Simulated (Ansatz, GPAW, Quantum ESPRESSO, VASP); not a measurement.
Code comparison for TiSb₂ (I4/mcm, 6 atoms in the cell)

Self-consistent single point.

```
CELL_PARAMETERS angstrom
     -3.35146     3.35146     2.89799
      3.35146    -3.35146     2.89799
      3.35146     3.35146    -2.89799
ATOMIC_POSITIONS crystal
  Ti 0.25000 0.25000 0.00000
  Ti 0.75000 0.75000 0.00000
  Sb 0.65204 0.84796 0.50000
  Sb 0.34796 0.15204 0.50000
  Sb 0.84796 0.34796 0.19592
  Sb 0.15204 0.65204 0.80408
```

All programs got the same cell, k-point mesh and kind of occupations (in Ansatz's words: kpoints.mp_grid.grid = 5 5 5; scf.occupations.method = fermi_dirac; scf.occupations.width = 0.1 eV); potentials, basis and cutoffs are each program's usual ones.

```tsv
code	model	pressure (GPa)	largest force (eV/Å)	cutoff
Ansatz	PBEsol, default PAW files made with PBE	-3.17	0.109	default
Quantum ESPRESSO	PBEsol, PseudoDojo standard norm-conserving (PBESOL) pseudopotentials	-3.19	0.108	85 Ry
GPAW	PBEsol, GPAW PAW datasets PBEsol (made by gpaw-setup)	-3.38	0.073	800 eV
VASP	PBEsol, VASP's PBE PAW potentials (set 64)	-3.14	0.125	300 eV
```

The spread over the programs that give each value: pressure within 0.24 GPa; largest force within 0.052 eV/Å.

The starting cell comes from a database of computed structures (which also holds hypothetical and non-ambient phases and stackings), without a prior relaxation at this level. On Ansatz's run: Spin-orbit coupling is off. Spin polarisation is off. In the base run, with a pressure of about -3 GPa the cell is away from its equilibrium volume at this level.

### Question
Why do the programs differ, and what cannot be compared?

### Answer
Differences of this kind can come from the potentials, where these differ, and from what each basis and cutoff leave unconverged. The valence holds different numbers of electrons (Ansatz (a quantum-chemistry and plane-wave program) 84, Quantum ESPRESSO 84, GPAW 84, VASP 44). The zero of total energies and Fermi levels follows the potentials and each program's conventions, so they are not compared here. Ansatz's pressure is given at a fixed set of plane waves, as the other plane-wave codes print theirs; with its correction for the finite basis it is -3.13 GPa.

VASP's run is marked for a possible Pulay error in its stress at this cutoff; no cutoff test was made.

Left out of this page: ABINIT (stopped by limits of time or memory); CP2K, Elk, FLEUR and SIESTA (not drawn, or without a comparable value).

Keys are those of Ansatz 0.2.
